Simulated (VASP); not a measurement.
Given:

```
InY3C
1.0
    4.86615     0.00000     0.00000
    0.00000     4.86615     0.00000
    0.00000     0.00000     4.86615
Y In C
3 1 1
Cartesian
  2.43307   0.00000   2.43307
  0.00000   2.43307   2.43307
  2.43307   2.43307   0.00000
  0.00000   0.00000   0.00000
  2.43307   2.43307   2.43307
```

The numbers are results of PBEsol GGA with spin-orbit coupling, VASP's PBE PAW potentials (set 64) (plane waves; VASP 6.6.1), not measurements. Run with 520 eV cut-off, 6×6×6 Γ-centred mesh, Gaussian smearing of 0.050 eV, potentials Y_sv In_d C.

### Question
Give the energies of bands 41 to 54 at the high-symmetry points, in eV from the Fermi level.

### Answer

```
band      Γ      X      M      R
----  -----  -----  -----  -----
41    -0.38  -2.14  -3.17  -3.36
42    -0.38  -2.14  -3.17  -3.36
43    -0.30  -0.84  -1.38  -3.35
44    -0.30  -0.84  -1.38  -3.35
45    -0.30  -0.76  -1.17  -0.36
46    -0.30  -0.76  -1.17  -0.36
47    -0.23  -0.42  -1.10  -0.26
48    -0.23  -0.42  -1.10  -0.26
49     0.00  -0.29  -0.60  -0.26
50     0.00  -0.29  -0.60  -0.26
51     0.00   0.39   1.80   1.56
52     0.00   0.39   1.80   1.56
53     0.01   0.98   1.82   1.58
54     0.01   0.98   1.82   1.58
```

It has no gap at this level: it comes out as a metal or semimetal.

The structure comes from a computed database's Y3InC entry (Pm-3m); how it stands against other phases isn't given here. It was relaxed first.
